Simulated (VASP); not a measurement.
Computed with r2SCAN meta-GGA, VASP's PBE PAW potentials (set 64) (plane waves; VASP).

Input for VASP

### INCAR
```
# general
SYSTEM  = Cs
PREC    = Accurate
ENCUT   = 520   # plane-wave cut-off (eV)
LREAL   = F   # projection in real space or not
LASPH   = T   # aspherical one-centre terms

# electronic loop
EDIFF   = 1E-7
NELM    = 100   # most electronic steps
ALGO    = Normal
LMAXMIX = 4   # l cut-off of mixed one-centre charges
LMIXTAU = T

# smearing
ISMEAR  = 1   # Methfessel-Paxton
SIGMA   = 0.1

# functional
METAGGA = R2SCAN

# ions
ISIF    = 2   # forces and stress, cell fixed

# output
LWAVE   = F
LCHARG  = F
```

### KPOINTS
```
K-points
0
Gamma
8 8 8
```

File POSCAR:
```
Cs
1
   -3.1055337095     3.1055337095     3.1055337095
    3.1055337095    -3.1055337095     3.1055337095
    3.1055337095     3.1055337095    -3.1055337095
Cs
1
Direct
  0.0000000000   0.0000000000   0.0000000000
```

POTCAR, in this order: Cs_sv (PBE.64 set). Program: vasp_std.

Output of the run:

File OSZICAR:
```
       N       E                     dE             d eps       ncg     rms          rms(c)
DAV:   1     0.336815825287E+02    0.33682E+02   -0.29279E+03   464   0.789E+02
DAV:   2    -0.210227229059E+02   -0.54704E+02   -0.54248E+02   648   0.129E+02
DAV:   3    -0.269638406705E+02   -0.59411E+01   -0.59384E+01   464   0.501E+01
DAV:   4    -0.270594888847E+02   -0.95648E-01   -0.95645E-01   848   0.780E+00
DAV:   5    -0.270595720881E+02   -0.83203E-04   -0.83203E-04   592   0.149E-01    0.245E-01
DAV:   6    -0.257606305649E+02    0.12989E+01   -0.10064E-01   496   0.357E+00    0.242E-01
DAV:   7    -0.245016376699E+02    0.12590E+01   -0.78716E-01   544   0.565E+00    0.471E-01
DAV:   8    -0.248106343841E+02   -0.30900E+00   -0.63603E-01   536   0.588E+00    0.104E-01
DAV:   9    -0.248658636817E+02   -0.55229E-01   -0.46647E-01   520   0.501E+00    0.237E-01
DAV:  10    -0.248130923208E+02    0.52771E-01   -0.32911E-01   472   0.478E+00    0.939E-02
DAV:  11    -0.250260342062E+02   -0.21294E+00   -0.27642E-01   480   0.465E+00    0.508E-02
DAV:  12    -0.250273060111E+02   -0.12718E-02   -0.41251E-03   624   0.849E-01    0.413E-02
DAV:  13    -0.250231528275E+02    0.41532E-02   -0.30405E-03   488   0.101E+00    0.364E-02
DAV:  14    -0.250244103196E+02   -0.12575E-02   -0.13334E-04   736   0.140E-01    0.313E-02
DAV:  15    -0.250116858332E+02    0.12724E-01   -0.24150E-02   472   0.228E+00    0.265E-02
DAV:  16    -0.250108032927E+02    0.88254E-03   -0.15669E-03   576   0.471E-01    0.269E-02
DAV:  17    -0.250108811617E+02   -0.77869E-04   -0.69981E-05   624   0.634E-02    0.265E-02
DAV:  18    -0.250114736943E+02   -0.59253E-03   -0.60226E-04   480   0.361E-01    0.213E-02
DAV:  19    -0.250117567910E+02   -0.28310E-03   -0.60168E-04   464   0.442E-01    0.143E-02
DAV:  20    -0.250117416957E+02    0.15095E-04   -0.14521E-04   512   0.181E-01    0.939E-03
DAV:  21    -0.250119425474E+02   -0.20085E-03   -0.67754E-04   472   0.364E-01    0.698E-03
DAV:  22    -0.250117894236E+02    0.15312E-03   -0.43191E-05   480   0.998E-02    0.659E-03
DAV:  23    -0.250117277751E+02    0.61649E-04   -0.87919E-05   488   0.147E-01    0.395E-03
DAV:  24    -0.250117352419E+02   -0.74668E-05   -0.24690E-05   504   0.772E-02    0.225E-03
DAV:  25    -0.250117321782E+02    0.30637E-05   -0.74953E-06   616   0.342E-02    0.158E-03
DAV:  26    -0.250117325901E+02   -0.41186E-06   -0.67024E-06   504   0.409E-02    0.730E-04
DAV:  27    -0.250117357462E+02   -0.31561E-05   -0.86128E-06   488   0.356E-02    0.545E-04
DAV:  28    -0.250117343719E+02    0.13742E-05   -0.45227E-07   608   0.748E-03    0.373E-04
DAV:  29    -0.250117329785E+02    0.13934E-05   -0.20608E-06   488   0.164E-02    0.175E-04
DAV:  30    -0.250117329615E+02    0.17046E-07   -0.45072E-08   720   0.339E-03
   1 F= -.25011733E+02 E0= -.25010824E+02  d E =-.272704E-02
```

**OUTCAR**
```
------------------------ aborting loop because EDIFF is reached ----------------------------------------
  FORCE on cell =-STRESS in cart. coord.  units (eV):
  Direction    XX          YY          ZZ          XY          YZ          ZX
  --------------------------------------------------------------------------------------
  Total        0.0469116      0.0469116      0.0469116     -0.0000000     -0.0000000      0.0000000
  in kB        0.6273670      0.6273670      0.6273670     -0.0000000     -0.0000000      0.0000000
  external PRESSURE =       0.6273670 kB  Pullay stress =       0.0000000 kB
  volume of cell :      119.80
      direct lattice vectors                 reciprocal lattice vectors
    -3.105533709  3.105533709  3.105533709     0.000000000  0.161002921  0.161002921
     3.105533709 -3.105533709  3.105533709     0.161002921  0.000000000  0.161002921
     3.105533709  3.105533709 -3.105533709     0.161002921  0.161002921  0.000000000
 POSITION                                       TOTAL-FORCE (eV/Angst)
 -----------------------------------------------------------------------------------
      0.00000      0.00000      0.00000        -0.000000      0.000000      0.000000
 -----------------------------------------------------------------------------------
    total drift:                               -0.000000     -0.000000     -0.000000
  FREE ENERGIE OF THE ION-ELECTRON SYSTEM (eV)
  ---------------------------------------------------
  free  energy   TOTEN  =       -25.0117329615 eV

  energy  without entropy=      -25.0090059256  energy(sigma->0) =      -25.01082395
```
(Selected blocks of OUTCAR.)

The compound is Cs in the bcc structure. This cell is one point of a volume scan, at 0.97 of the reference volume.
